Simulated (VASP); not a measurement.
## TaGe2 (relaxed from the MoSi2 structure, space group I4/mmm): computed properties

Method: PBEsol GGA, VASP's PBE PAW potentials (set 64) (plane waves; VASP).

```yaml
space_group: I4/mmm (139)
cell: a = b = 3.356 Å, c = 8.451 Å, α = β = γ = 90.00°
volume_per_atom: 15.87 Å³/atom
band gap (over mesh and band path): none (metal, semimetal or under 0.01 eV)
density: 11.38 g/cm³
```

```yaml
crystal:
  lattice:
    - [-1.67811, 1.67811, 4.22564]
    - [1.67811, -1.67811, 4.22564]
    - [1.67811, 1.67811, -4.22564]
  atoms:
    - { symbol: Ta, position: [0.00000, 0.00000, 0.00000] }
    - { symbol: Ge, position: [0.33571, 0.33571, 0.00000] }
    - { symbol: Ge, position: [0.66429, 0.66429, 0.00000] }
```

Unless said otherwise, spin-orbit coupling is left out, though it shifts the bands of the heavy elements here.

The structure was generated: TaGe2 was put into the MoSi2 type (I4/mmm), which need not be its known phase. It was relaxed first. Symmetry was kept, so distortions that lower it aren't found. The electron count is odd and the run is not spin-polarised, which forces a metal.
